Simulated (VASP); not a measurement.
Computed with PBEsol GGA, VASP's PBE PAW potentials (set 64) (plane waves; VASP 6.6.1).

VASP ran on this input.

INCAR:
```
! general
SYSTEM=Al
PREC  =Accurate
ENCUT =400
LREAL =.False.   ! projection in real space or not
LASPH =.True.

! electronic loop
EDIFF =1E-7   ! SCF stop (eV)
NELM  =100   ! most electronic steps
ALGO  =Normal

! smearing
ISMEAR=-5   ! tetrahedra, Bloechl

! functional
GGA   =PS

! ions
ISIF  =2

! output
LWAVE =.False.
LCHARG=.True.
LORBIT=11   ! lm-projected
NEDOS =601   ! DOS grid
```

**KPOINTS**
```
Automatic mesh
0
gamma
11 11 1
```

### POSCAR
```
Al
1
    4.4220145398     0.0000001170     0.0000000000
   -2.2110066324     3.8295770935     0.0000000000
    0.0000000000     0.0000000000    13.9131051986
Al
2
Direct
  1.0000000000   0.0000000000   0.5000000000
  0.6666670000   0.3333330000   0.5000000000
```

POTCAR, in this order: Al (PBE.64 set). Program: vasp_std.

The run wrote:

OSZICAR:
```
       N       E                     dE             d eps       ncg     rms          rms(c)
DAV:   1     0.109027015917E+02    0.10903E+02   -0.14722E+03   224   0.421E+02
DAV:   2    -0.520564532268E+01   -0.16108E+02   -0.16088E+02   322   0.537E+01
DAV:   3    -0.580364969041E+01   -0.59800E+00   -0.58462E+00   329   0.130E+01
DAV:   4    -0.581400992232E+01   -0.10360E-01   -0.10362E-01   343   0.209E+00
DAV:   5    -0.581443738006E+01   -0.42746E-03   -0.42704E-03   406   0.323E-01    0.283E+00
DAV:   6    -0.555977462576E+01    0.25466E+00   -0.42473E-01   287   0.166E+00    0.140E+00
DAV:   7    -0.545422611630E+01    0.10555E+00   -0.12342E-01   308   0.162E+00    0.264E-01
DAV:   8    -0.545210301011E+01    0.21231E-02   -0.14609E-02   315   0.612E-01    0.171E-01
DAV:   9    -0.545227830663E+01   -0.17530E-03   -0.43465E-03   245   0.325E-01    0.158E-01
DAV:  10    -0.545176368690E+01    0.51462E-03   -0.21717E-03   287   0.196E-01    0.586E-02
DAV:  11    -0.545409811002E+01   -0.23344E-02   -0.25093E-03   231   0.199E-01    0.272E-02
DAV:  12    -0.545425927537E+01   -0.16117E-03   -0.17957E-04   224   0.695E-02    0.129E-02
DAV:  13    -0.545483652646E+01   -0.57725E-03   -0.15894E-04   252   0.567E-02    0.939E-03
DAV:  14    -0.545519373428E+01   -0.35721E-03   -0.81970E-05   224   0.246E-02    0.307E-03
DAV:  15    -0.545525065149E+01   -0.56917E-04   -0.69376E-06   252   0.878E-03    0.391E-03
DAV:  16    -0.545528497751E+01   -0.34326E-04   -0.16455E-06   280   0.505E-03    0.105E-03
DAV:  17    -0.545528448883E+01    0.48868E-06   -0.81009E-08   252   0.141E-03    0.667E-04
DAV:  18    -0.545528283205E+01    0.16568E-05   -0.10990E-08   280   0.583E-04    0.113E-04
DAV:  19    -0.545528294096E+01   -0.10891E-06   -0.41628E-10   343   0.123E-04    0.319E-05
DAV:  20    -0.545528291564E+01    0.25322E-07   -0.86302E-11   238   0.465E-05
   1 F= -.54552829E+01 E0= -.54552829E+01  d E =0.000000E+00
```

### OUTCAR
```
------------------------ aborting loop because EDIFF is reached ----------------------------------------
  FORCE on cell =-STRESS in cart. coord.  units (eV):
  Direction    XX          YY          ZZ          XY          YZ          ZX
  --------------------------------------------------------------------------------------
  Total        0.3439634      0.3439635     -0.0018800      0.0000001     -0.0000000      0.0000000
  in kB        2.3389869      2.3389872     -0.0127840      0.0000005     -0.0000000      0.0000000
  external PRESSURE =       1.5550634 kB  Pullay stress =       0.0000000 kB
  volume of cell :      235.61
      direct lattice vectors                 reciprocal lattice vectors
     4.422014540  0.000000117  0.000000000     0.226141270  0.130562680  0.000000000
    -2.211006632  3.829577094  0.000000000    -0.000000007  0.261125435  0.000000000
     0.000000000  0.000000000 13.913105199     0.000000000  0.000000000  0.071874681
 POSITION                                       TOTAL-FORCE (eV/Angst)
 -----------------------------------------------------------------------------------
      0.00000      0.00000      6.95655         0.000000      0.000000      0.000000
      2.21101      1.27652      6.95655        -0.000000      0.000000      0.000000
 -----------------------------------------------------------------------------------
    total drift:                                0.000046     -0.000027      0.000000
  FREE ENERGIE OF THE ION-ELECTRON SYSTEM (eV)
  ---------------------------------------------------
  free  energy   TOTEN  =        -5.4552829156 eV

  energy  without entropy=       -5.4552829156  energy(sigma->0) =       -5.45528292

 total charge

# of ion       s       p       d       tot
------------------------------------------
    1        0.490   0.322   0.000   0.812
    2        0.490   0.322   0.000   0.812
--------------------------------------------------
tot          0.981   0.643   0.000   1.624
```
(Selected blocks of OUTCAR.)

The cell holds a wide vacuum, so values per volume refer to the whole cell. For a metal the tetrahedron method with Blöchl corrections gives inexact stress and forces.

The cell is a sheet with vacuum, built from a generated structure.
